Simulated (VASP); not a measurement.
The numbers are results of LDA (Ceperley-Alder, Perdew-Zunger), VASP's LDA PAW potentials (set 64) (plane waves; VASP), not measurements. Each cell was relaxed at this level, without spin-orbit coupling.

Question: Which of these comes out without a gap?
(A) BaHfO3, Pm-3m (221)
(B) Pt3Ti, Pm-3m (221)
(C) LiH, Fm-3m (225)
(D) Be2C, Fm-3m (225)

Answer: B, Pt3Ti, Pm-3m (221). The others have gaps of 2.52 eV (LiH, Fm-3m (225)), 1.20 eV (Be2C, Fm-3m (225)), 3.47 eV (BaHfO3, Pm-3m (221)).
